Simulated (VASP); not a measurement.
Level of theory: revTPSS meta-GGA, VASP's PBE PAW potentials (set 64) (plane waves; VASP).

VASP input:

### INCAR
```
! general
SYSTEM   =  BN
PREC     =  Accurate
ENCUT    =  520   ! plane-wave cut-off (eV)
LREAL    =  .FALSE.
LASPH    =  .TRUE.   ! aspherical one-centre terms

! electronic loop
EDIFF    =  1E-6
NELM     =  100   ! most electronic steps
ALGO     =  Normal   ! blocked Davidson
LMIXTAU  =  .TRUE.

! smearing
ISMEAR   =  0
SIGMA    =  0.05

! functional
METAGGA  =  RTPSS

! ions
IBRION   =  2   ! conjugate gradients
NSW      =  60
ISIF     =  3   ! ions, shape and volume
EDIFFG   =  -0.01   ! ionic stop

! output
LWAVE    =  .FALSE.
LCHARG   =  .FALSE.
```

### KPOINTS
```
Automatic
0
gamma
 11 11 11
```

File POSCAR:
```
BN
1
    0.0000000000     1.8075000000     1.8075000000
    1.8075000000     0.0000000000     1.8075000000
    1.8075000000     1.8075000000     0.0000000000
B N
1 1
Direct
  0.0000000000   0.0000000000   0.0000000000
  0.2500000000   0.2500000000   0.2500000000
```

POTCAR, in this order: B N (PBE.64 set). Program: vasp_std.

Output

OUTCAR:
```
 ion  position               nearest neighbor table
   1  0.000  0.000  0.000-   2 1.57   2 1.57   2 1.57   2 1.57
   2  0.250  0.250  0.250-   1 1.57   1 1.57   1 1.57   1 1.57
  LATTYP: Found a face centered cubic cell.
 ALAT       =     3.6150000000
 Subroutine PRICEL returns:
 Original cell was already a primitive cell.
 Subroutine GETGRP returns: Found 24 space group operations
The static configuration has the point symmetry T_d .
The dynamic configuration has the point symmetry T_d .
 Subroutine INISYM returns: Found 24 space group operations
 Subroutine IBZKPT returns following result:
 Found     56 irreducible k-points:

 Following reciprocal coordinates:
            Coordinates               Weight
  0.000000  0.000000  0.000000      1.000000
  0.090909  0.000000  0.000000      8.000000
  0.181818  0.000000  0.000000      8.000000
  0.272727  0.000000  0.000000      8.000000
  0.363636  0.000000  0.000000      8.000000
  0.454545  0.000000  0.000000      8.000000
  0.090909  0.090909  0.000000      6.000000
  0.181818  0.090909  0.000000     24.000000
  0.272727  0.090909  0.000000     24.000000
  0.363636  0.090909  0.000000     24.000000
  0.454545  0.090909  0.000000     24.000000
 -0.454545  0.090909  0.000000     24.000000
 -0.363636  0.090909  0.000000     24.000000
 -0.272727  0.090909  0.000000     24.000000
 -0.181818  0.090909  0.000000     24.000000
 -0.090909  0.090909  0.000000     12.000000
  0.181818  0.181818  0.000000      6.000000
  0.272727  0.181818  0.000000     24.000000
  0.363636  0.181818  0.000000     24.000000
  0.454545  0.181818  0.000000     24.000000
 -0.454545  0.181818  0.000000     24.000000
 -0.363636  0.181818  0.000000     24.000000
 -0.272727  0.181818  0.000000     24.000000
 -0.181818  0.181818  0.000000     12.000000
...
```

### OSZICAR
```
       N       E                     dE             d eps       ncg     rms          rms(c)
DAV:   1     0.104177877929E+02    0.10418E+02   -0.54746E+03   952   0.104E+03
DAV:   2    -0.166832273762E+02   -0.27101E+02   -0.25722E+02  1208   0.168E+02
DAV:   3    -0.168363211130E+02   -0.15309E+00   -0.15309E+00  1016   0.161E+01
DAV:   4    -0.168363948719E+02   -0.73759E-04   -0.73759E-04  1264   0.300E-01
DAV:   5    -0.168363948926E+02   -0.20692E-07   -0.20692E-07  1040   0.307E-03    0.798E+00
DAV:   6    -0.198008332405E+02   -0.29644E+01   -0.84463E+00   960   0.340E+01    0.439E+00
DAV:   7    -0.198866952711E+02   -0.85862E-01   -0.58653E-02  1048   0.308E+00    0.373E+00
DAV:   8    -0.198949706459E+02   -0.82754E-02   -0.21834E+00  1104   0.109E+01    0.149E+00
DAV:   9    -0.194329601898E+02    0.46201E+00   -0.10742E+00   896   0.148E+01    0.428E-01
DAV:  10    -0.199122207134E+02   -0.47926E+00   -0.83821E-01   896   0.138E+01    0.420E-01
DAV:  11    -0.199378817435E+02   -0.25661E-01   -0.78098E-03  1304   0.115E+00    0.196E-01
DAV:  12    -0.199378687059E+02    0.13038E-04   -0.14068E-04   904   0.145E-01    0.177E-01
DAV:  13    -0.199373677161E+02    0.50099E-03   -0.23722E-03   952   0.455E-01    0.907E-02
DAV:  14    -0.199381992154E+02   -0.83150E-03   -0.50937E-04   920   0.198E-01    0.522E-02
DAV:  15    -0.199383084223E+02   -0.10921E-03   -0.35984E-05   896   0.773E-02    0.287E-02
DAV:  16    -0.199382986656E+02    0.97567E-05   -0.48430E-05  1128   0.659E-02    0.124E-02
DAV:  17    -0.199383008193E+02   -0.21536E-05   -0.10177E-05   920   0.268E-02    0.446E-03
DAV:  18    -0.199383004527E+02    0.36654E-06   -0.20560E-07   448   0.651E-03
   1 F= -.19938300E+02 E0= -.19938300E+02  d E =-.199383E+02
       N       E                     dE             d eps       ncg     rms          rms(c)
DAV:   1    -0.199382551770E+02    0.45642E-04   -0.20017E-02  1000   0.149E+00    0.180E-01
DAV:   2    -0.199383085031E+02   -0.53326E-04   -0.14972E-03  1152   0.329E-01    0.637E-02
DAV:   3    -0.199382732113E+02    0.35292E-04   -0.38685E-04   976   0.151E-01    0.199E-02
DAV:   4    -0.199382287805E+02    0.44431E-04   -0.17218E-04   952   0.120E-01    0.147E-02
DAV:   5    -0.199383101232E+02   -0.81343E-04   -0.78975E-05   952   0.726E-02    0.461E-03
DAV:   6    -0.199383129758E+02   -0.28526E-05   -0.10047E-06   800   0.134E-02    0.325E-03
DAV:   7    -0.199383112885E+02    0.16873E-05   -0.25473E-07   488   0.596E-03    0.106E-03
DAV:   8    -0.199383128780E+02   -0.15896E-05   -0.22342E-07   448   0.483E-03    0.180E-04
DAV:   9    -0.199383125566E+02    0.32146E-06   -0.91618E-09   448   0.133E-03
   2 F= -.19938313E+02 E0= -.19938313E+02  d E =-.121039E-04
       N       E                     dE             d eps       ncg     rms          rms(c)
DAV:   1    -0.199384482128E+02   -0.13533E-03   -0.47060E-03  1000   0.725E-01    0.876E-02
DAV:   2    -0.199384601596E+02   -0.11947E-04   -0.35393E-04  1144   0.160E-01    0.310E-02
DAV:   3    -0.199384598683E+02    0.29129E-06   -0.90710E-05   968   0.733E-02    0.976E-03
DAV:   4    -0.199384398732E+02    0.19995E-04   -0.39929E-05   952   0.579E-02    0.714E-03
DAV:   5    -0.199384659240E+02   -0.26051E-04   -0.18549E-05   952   0.351E-02    0.226E-03
DAV:   6    -0.199384651568E+02    0.76726E-06   -0.24016E-07   496   0.652E-03
   3 F= -.19938465E+02 E0= -.19938465E+02  d E =-.164704E-03
```

File OUTCAR:
```
------------------------ aborting loop because EDIFF is reached ----------------------------------------
  FORCE on cell =-STRESS in cart. coord.  units (eV):
  Direction    XX          YY          ZZ          XY          YZ          ZX
  --------------------------------------------------------------------------------------
  Total       -0.0000178     -0.0000178     -0.0000178     -0.0000000      0.0000000     -0.0000000
  in kB       -0.0024119     -0.0024119     -0.0024119     -0.0000000      0.0000000     -0.0000000
  external PRESSURE =      -0.0024119 kB  Pullay stress =       0.0000000 kB
  volume of cell :       11.85
      direct lattice vectors                 reciprocal lattice vectors
     0.000000000  1.809579081  1.809579081    -0.276307350  0.276307350  0.276307350
     1.809579081 -0.000000000  1.809579081     0.276307350 -0.276307350  0.276307350
     1.809579081  1.809579081  0.000000000     0.276307350  0.276307350 -0.276307350
  FREE ENERGIE OF THE ION-ELECTRON SYSTEM (eV)
  ---------------------------------------------------
  free  energy   TOTEN  =       -19.9384651568 eV

  energy  without entropy=      -19.9384651568  energy(sigma->0) =      -19.93846516

 reached required accuracy - stopping structural energy minimisation
```
(Selected blocks of OUTCAR.)

CONTCAR:
```
BN
   1.00000000000000
     0.0000000000000000    1.8095790809338406    1.8095790809338406
     1.8095790809338406   -0.0000000000000000    1.8095790809338406
     1.8095790809338406    1.8095790809338406    0.0000000000000000
  B               N
     1     1
Direct
     0.0000000000000000    0.0000000000000000    0.0000000000000000
     0.2500000000000000    0.2500000000000000    0.2500000000000000
```

The compound is BN in the zinc blende structure. This run relaxes it. Symmetry was kept, so distortions that lower it aren't found.
